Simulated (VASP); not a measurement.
Calculation: r2SCAN meta-GGA, VASP's PBE PAW potentials (set 64) (plane waves; VASP).

VASP ran on this input.

### INCAR
```
SYSTEM = MgI2
PREC = Accurate
ENCUT = 520
EDIFF = 1E-7
NELM = 100
ALGO = Normal
LREAL = .FALSE.
LASPH = .TRUE.
ISMEAR = -5
METAGGA = R2SCAN
LMIXTAU = .TRUE.
LMAXMIX = 4
LWAVE = .FALSE.
LCHARG = .FALSE.
LORBIT = 11
NEDOS = 601
ISIF = 2
LEFG = .TRUE.
```

File KPOINTS_OPT:
```
k-points along high-symmetry lines
6
Line-mode
Reciprocal
  0.000000   0.000000   0.000000 ! GAMMA
  0.500000   0.000000   0.000000 ! M

  0.500000   0.000000   0.000000 ! M
  0.333333   0.333333   0.000000 ! K

  0.333333   0.333333   0.000000 ! K
  0.000000   0.000000   0.000000 ! GAMMA

  0.000000   0.000000   0.000000 ! GAMMA
  0.000000   0.000000   0.500000 ! A

  0.000000   0.000000   0.500000 ! A
  0.500000   0.000000   0.500000 ! L

  0.500000   0.000000   0.500000 ! L
  0.333333   0.333333   0.500000 ! H

  0.333333   0.333333   0.500000 ! H
  0.000000   0.000000   0.500000 ! A

  0.500000   0.000000   0.500000 ! L
  0.500000   0.000000   0.000000 ! M

  0.333333   0.333333   0.500000 ! H
  0.333333   0.333333   0.000000 ! K
```

File KPOINTS:
```
Automatic mesh
0
Gamma
7 7 4
0 0 0
```

**POSCAR**
```
MgI2
1
    2.0935659351    -3.6261621318     0.0000000000
    2.0935659351     3.6261621318     0.0000000000
    0.0000000000     0.0000000000     7.0935826154
Mg I
1 2
Direct
  0.0000000000   0.0000000000   0.0000000000
  0.3333330000   0.6666670000   0.2343340255
  0.6666670000   0.3333330000   0.7656659745
```

POTCAR, in this order: Mg I (PBE.64 set). Program: vasp_std.

Problem. What will the output report for the number of irreducible k-points (NKPTS), largest plane-wave count, number of space-group operations, FFT grid (NGX, NGY, NGZ)?

Solution. 
```yaml
number of irreducible k-points (NKPTS): 28
largest_plane_wave_count: 2937
number_of_space_group_operations: 12
FFT grid (NGX, NGY, NGZ): 32 × 32 × 54
```

The compound is MgI2 in the 1T layered structure. It was relaxed first, which changed the volume by +5 %.
